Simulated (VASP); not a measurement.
VASP ran on this input.

### POSCAR
```
Ir3Pd
1
    0.0090942972     3.8411628022     3.8332755023
    3.8411628022     0.0090942972     3.8332755023
    1.9251285497     1.9251285497    -0.0000000000
Pd Ir
1 3
Direct
  0.0000000000   0.0000000000   0.0000000000
  0.0000000000   0.5000000000   0.0000000000
  0.5000000000   0.0000000000   0.0000000000
  0.5000000000   0.5000000000   0.0000000000
```

INCAR:
```
ALGO = Normal
EDIFF = 1E-7
ENCUT = 400
GGA = PS
ISIF = 2
ISMEAR = -5
LASPH = .TRUE.
LCHARG = .TRUE.
LEFG = .TRUE.
LMAXMIX = 6
LORBIT = 11
LREAL = .FALSE.
LWAVE = .FALSE.
NEDOS = 601
NELM = 100
PREC = Accurate
SYSTEM = Ir3Pd
```

KPOINTS:
```
K-points
0
Gamma
  8 8 15
0 0 0
```

POTCAR, in this order: Pd Ir (PBE.64 set). Program: vasp_std.

Write an equivalent input for Quantum ESPRESSO's pw.x.

One equivalent input (not run):
```
&CONTROL
  calculation = 'scf'
  pseudo_dir = './pseudo'
  outdir = './out'
  tprnfor = .true.
  tstress = .true.
/
&SYSTEM
  ibrav = 0
  nat = 4
  ntyp = 2
  ecutwfc = 82
  occupations = 'tetrahedra'
  input_dft = 'pbesol'
/
&ELECTRONS
  conv_thr = 7.3e-09
  electron_maxstep = 100
/
ATOMIC_SPECIES
  Pd 106.420 Pd.upf
  Ir 192.217 Ir.upf
CELL_PARAMETERS angstrom
     0.0090943    3.8411628    3.8332755
     3.8411628    0.0090943    3.8332755
     1.9251285    1.9251285   -0.0000000
ATOMIC_POSITIONS crystal
  Pd   0.0000000  0.0000000  0.0000000
  Ir   0.0000000  0.5000000  0.0000000
  Ir   0.5000000  0.0000000  0.0000000
  Ir   0.5000000  0.5000000  0.0000000
K_POINTS automatic
  8 8 15 0 0 0
```
What does not carry over: the potentials are each code's own (VASP's PAW set, PseudoDojo norm-conserving files in pw.x), so ENCUT and ecutwfc are chosen apart and not converted; conv_thr bounds pw.x's estimated SCF error, while EDIFF bounds the energy change between steps; the field gradients of LEFG aren't asked of the other code.

The structure was generated: Ir3Pd was put into an ordered model structure (Cmmm), which need not be its known phase. It was relaxed first.
